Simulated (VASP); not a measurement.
Input:

```
CELL_PARAMETERS angstrom
      5.89376     0.00000     0.00000
      0.00000     5.89376     0.00000
      0.00000     0.00000     5.89376
ATOMIC_POSITIONS crystal
  Cs 0.00000 0.00000 0.00000
  Pb 0.50000 0.50000 0.50000
  Br 0.50000 0.00000 0.50000
  Br 0.00000 0.50000 0.50000
  Br 0.50000 0.50000 0.00000
```

All values below come from TPSS meta-GGA, VASP's PBE PAW potentials (set 64) (plane waves; VASP). Run with 520 eV cut-off, 4×4×4 Γ-centred mesh, Gaussian smearing of 0.050 eV, potentials Cs_sv Pb_d Br.

Unless said otherwise, spin-orbit coupling is left out, though it shifts the bands of the heavy elements here.

Q: What does the run give for the energy per atom (σ→0), pressure, band gap (on the k-mesh) with the smallest direct gap where there is one?

A: 
```json
{
 "band gap (on the k-mesh)": "1.70 eV",
 "smallest direct gap (on the k-mesh)": "1.70 eV",
 "energy per atom (σ→0)": "-9.684 eV/atom",
 "pressure": "1.29 GPa"
}
```

Total energies compare only between runs with the same potentials, cut-off and functional.

The compound is CsPbBr3 in the cubic perovskite structure, the ideal cubic form; the compound distorts at low or room temperature. This cell is one point of a volume scan, at 0.94 of the reference volume.
